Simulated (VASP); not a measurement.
Computed with PBEsol GGA, VASP's PBE PAW potentials (set 64) (plane waves; VASP).

VASP input:

POSCAR:
```
SnSe2
1
    3.8198762694    -0.0000000000     0.0000000000
   -1.9099381346     3.3081101017     0.0000000000
    0.0000000000     0.0000000000     6.2584366077
Sn Se
1 2
Direct
  0.0000000000   0.0000000000   0.0000000000
  0.3333330000   0.6666670000   0.2500000000
  0.6666670000   0.3333330000   0.7500000000
```

**KPOINTS**
```
Regular mesh
0
G
9 9 5
0 0 0
```

**INCAR**
```
! general
SYSTEM  = SnSe2
PREC    = Normal
ENCUT   = 400   ! plane-wave cut-off (eV)
LREAL   = F   ! projection in real space or not
LASPH   = T   ! aspherical one-centre terms

! electronic loop
EDIFF   = 1E-5   ! SCF stop (eV)
NELM    = 100   ! most electronic steps
NELMIN  = 4
ALGO    = Fast
LMAXMIX = 4   ! l cut-off of mixed one-centre charges

! smearing
ISMEAR  = 0
SIGMA   = 0.05

! functional
GGA     = PS

! ions
IBRION  = 2   ! conjugate gradients
NSW     = 20
ISIF    = 2
EDIFFG  = -0.03

! output
LWAVE   = F
LCHARG  = F
```

POTCAR, in this order: Sn_d Se (PBE.64 set). Program: vasp_std.

The run wrote:

### OSZICAR
```
       N       E                     dE             d eps       ncg     rms          rms(c)
DAV:   1     0.174012289307E+03    0.17401E+03   -0.10860E+04  1717   0.144E+03
DAV:   2     0.431003413901E+01   -0.16970E+03   -0.16715E+03  1873   0.345E+02
DAV:   3    -0.127396778425E+02   -0.17050E+02   -0.16566E+02  2101   0.110E+02
DAV:   4    -0.132388917291E+02   -0.49921E+00   -0.49870E+00  2121   0.202E+01
DAV:   5    -0.132495177474E+02   -0.10626E-01   -0.10625E-01  2546   0.290E+00    0.500E+00
RMM:   6    -0.130043167799E+02    0.24520E+00   -0.36263E-01  1884   0.527E+00    0.304E+00
RMM:   7    -0.129804710654E+02    0.23846E-01   -0.20978E-01  1775   0.260E+00    0.965E-01
RMM:   8    -0.129756775308E+02    0.47935E-02   -0.21923E-02  1917   0.170E+00    0.135E-01
RMM:   9    -0.129758590047E+02   -0.18147E-03   -0.37542E-03  2010   0.579E-01    0.798E-02
RMM:  10    -0.129759130818E+02   -0.54077E-04   -0.99278E-04  2042   0.321E-01    0.362E-02
RMM:  11    -0.129759439791E+02   -0.30897E-04   -0.25453E-04  1948   0.136E-01    0.140E-02
RMM:  12    -0.129759412927E+02    0.26865E-05   -0.67288E-05  1720   0.725E-02
   1 F= -.12975941E+02 E0= -.12975941E+02  d E =-.129759E+02
       N       E                     dE             d eps       ncg     rms          rms(c)
DAV:   1    -0.129790449683E+02   -0.31010E-02   -0.21484E-01  2050   0.214E+00    0.126E-01
RMM:   2    -0.129797453694E+02   -0.70040E-03   -0.86308E-03  1694   0.496E-01    0.362E-02
RMM:   3    -0.129798254462E+02   -0.80077E-04   -0.92920E-04  1783   0.206E-01    0.272E-02
RMM:   4    -0.129798296027E+02   -0.41564E-05   -0.16346E-04  1723   0.929E-02    0.100E-02
RMM:   5    -0.129798327428E+02   -0.31401E-05   -0.40870E-05  1646   0.462E-02
   2 F= -.12979833E+02 E0= -.12979833E+02  d E =-.389145E-02
       N       E                     dE             d eps       ncg     rms          rms(c)
DAV:   1    -0.129802525989E+02   -0.42300E-03   -0.30907E-01  1746   0.254E+00    0.154E-01
RMM:   2    -0.129813170343E+02   -0.10644E-02   -0.13071E-02  1726   0.615E-01    0.430E-02
RMM:   3    -0.129814468738E+02   -0.12984E-03   -0.14771E-03  1783   0.262E-01    0.333E-02
RMM:   4    -0.129814540037E+02   -0.71299E-05   -0.25382E-04  1742   0.115E-01    0.133E-02
RMM:   5    -0.129814580541E+02   -0.40504E-05   -0.57148E-05  1664   0.546E-02
   3 F= -.12981458E+02 E0= -.12981458E+02  d E =-.551676E-02
```

File OUTCAR:
```
------------------------ aborting loop because EDIFF is reached ----------------------------------------
  FORCE on cell =-STRESS in cart. coord.  units (eV):
  Direction    XX          YY          ZZ          XY          YZ          ZX
  --------------------------------------------------------------------------------------
  Total       -0.1105287     -0.1105287     -0.1549076     -0.0000000      0.0000000      0.0000000
  in kB       -2.2391879     -2.2391882     -3.1382547     -0.0000000      0.0000000      0.0000000
  external PRESSURE =      -2.5388769 kB  Pullay stress =       0.0000000 kB
  volume of cell :       79.09
      direct lattice vectors                 reciprocal lattice vectors
     3.819876269  0.000000000  0.000000000     0.261788584  0.151143700  0.000000000
    -1.909938135  3.308110102  0.000000000     0.000000000  0.302287400  0.000000000
     0.000000000  0.000000000  6.258436608     0.000000000  0.000000000  0.159784314
 POSITION                                       TOTAL-FORCE (eV/Angst)
 -----------------------------------------------------------------------------------
      0.00000      0.00000      0.00000         0.000000      0.000000      0.000000
     -0.00000      2.20541      1.58874         0.000000      0.000000     -0.001994
      1.90994      1.10270      4.66970        -0.000000      0.000000      0.001994
 -----------------------------------------------------------------------------------
    total drift:                               -0.000000      0.000000      0.000000
  FREE ENERGIE OF THE ION-ELECTRON SYSTEM (eV)
  ---------------------------------------------------
  free  energy   TOTEN  =       -12.9814580541 eV

  energy  without entropy=      -12.9814580541  energy(sigma->0) =      -12.98145805

 reached required accuracy - stopping structural energy minimisation
```
(Selected blocks of OUTCAR.)

### CONTCAR
```
SnSe2
   1.00000000000000
     3.8198762693999999    0.0000000000000000    0.0000000000000000
    -1.9099381345999999    3.3081101017000001    0.0000000000000000
     0.0000000000000000    0.0000000000000000    6.2584366077000002
  Sn              Se
     1     2
Direct
     0.0000000000000000    0.0000000000000000    0.0000000000000000
     0.3333330000000032    0.6666669999999968    0.2538558712342996
     0.6666669999999968    0.3333330000000032    0.7461441287657004
```

Without a dispersion term in the relaxation, distances and binding between the weakly bound layers, chains or molecules are unreliable, and so is what depends on them.

The compound is SnSe2 in the 1T layered structure. This run relaxes the ions in a fixed cell. Symmetry was kept, so distortions that lower it aren't found.
